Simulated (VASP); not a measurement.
Set up this calculation in VASP 6.6.1, as the native input.

```yaml
Task: relaxation of cell and atoms
Functional: PBE
Potentials_or_basis: VASP PAW PBE potentials, release 64 (Al, B, P)
Cutoff: 520 eV
k_mesh: 3 × 3 × 3
Occupations: gaussian, width 0.15 eV
Spin: no spin polarisation
Further_INCAR_settings: PREC = Normal; ALGO = Fast; EDIFF = 0.0001; IBRION = 2; EDIFFG = -0.08; NSW = 24; ISIF = 3
```

The structure of AlB3P4 lies in POSCAR:

```
AlB3P4
1.0
    4.5901356700      0.0000000000      0.0000000000
    0.0000000000      4.5901356700      0.0000000000
    0.0000000000      0.0000000000      6.1065430300
Al B P
1 3 4
Direct
    0.0000000000      0.0000000000      0.4410902700
    0.0000000000      0.0000000000      0.0083328400
    0.5000000000      0.0000000000      0.6703394900
    0.0000000000      0.5000000000      0.6703394900
    0.5000000000      0.0000000000      0.0820243500
    0.0000000000      0.5000000000      0.0820243500
    0.5000000000      0.5000000000      0.1792690600
    0.5000000000      0.5000000000      0.4785889300
```

The cell was built by a generator and needn't be a form met in nature.

These files were run (other wordings do the same):

INCAR

```
PREC = Normal
ENCUT = 520
EDIFF = 1E-4
ISMEAR = 0
SIGMA = 0.15
LREAL = False
LASPH = True
NELM = 60
ALGO = Fast
ISIF = 3
LWAVE = False
LCHARG = False
GGA = PE
IBRION = 2
NSW = 24
EDIFFG = -0.08
```

KPOINTS

```
regular mesh
0
Gamma
  3 3 3
```

Potentials or basis: VASP PAW PBE potentials, release 64 (Al, B, P).

The run is started by

```bash
$ cat potpaw_PBE.64/Al/POTCAR potpaw_PBE.64/B/POTCAR potpaw_PBE.64/P/POTCAR > POTCAR
$ mpirun -np 4 vasp_std > vasp.out
```

Results of the run:

```json
{
 "Relaxed volume": "12.36 Å³/atom",
 "Relaxed cell": "a = 4.353 Å, b = 4.353 Å, c = 5.217 Å, α = 90.00°, β = 90.00°, γ = 90.00°",
 "Space group after relaxing (to 0.05 Å)": "P4mm (No. 99)",
 "Energy gained by relaxing": "785.4 meV/atom",
 "Ionic steps": "18",
 "Pressure after relaxing": "-0.6 GPa",
 "Largest force after relaxing": "0.074 eV/Å",
 "Band gap on the k mesh": "none (metal or under the smearing width)"
}
```

Caveat: the k mesh is coarse (spacing up to 0.46 Å⁻¹), so the values aren't converged; the volume moved by over 15 % at a fixed basis, so the end points are rough; the relaxation stopped at a loose force limit of 0.08 eV/Å, so its end isn't a converged minimum.

Run time: 42 s on 4 MPI ranks on Intel(R) Xeon(R) Platinum 8488C (Sapphire Rapids), with other jobs on the host, peak memory 0.12 GiB a rank.
